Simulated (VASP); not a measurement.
Method: PBE GGA, VASP's PBE PAW potentials (set 64) (plane waves; VASP).

VASP ran on this input.

KPOINTS:
```
Regular mesh
0
G
12 12 12
0 0 0
```

**POSCAR**
```
ZnS
3.8254480
  0.0000000000   0.7071067232   0.7071067232
  0.7071067232   0.0000000000   0.7071067232
  0.7071067232   0.7071067232   0.0000000000
Zn S
1 1
Cartesian
  0.0000000000   0.0000000000   0.0000000000
  0.3535533616   0.3535533616   0.3535533616
```

**INCAR**
```
ALGO=Normal
EDIFF=1E-6
ENCUT=400
GGA=PE
ISIF=2
ISMEAR=0
LASPH=.TRUE.
LCHARG=.FALSE.
LMAXMIX=4
LREAL=.FALSE.
LWAVE=.FALSE.
NELM=100
PREC=Accurate
SIGMA=0.05
SYSTEM=ZnS
```

POTCAR, in this order: Zn S (PBE.64 set). Program: vasp_std.

### Question
What will the output report for the number of irreducible k-points (NKPTS), number of bands (NBANDS), largest plane-wave count, number of space-group operations, FFT grid (NGX, NGY, NGZ)?

### Answer

The number of irreducible k-points (NKPTS) comes out as 72, the number of bands (NBANDS) comes out as 13 and the largest plane-wave count is 745. The number of space-group operations is 24 and the FFT grid (NGX, NGY, NGZ) comes out as 28 × 28 × 28.

The compound is ZnS in the zinc blende structure. The cell was not relaxed at this level. The run is one of a series of settings (KPOINTS 12×12×12 Γ-centred mesh against the base run), some of them coarse on purpose.
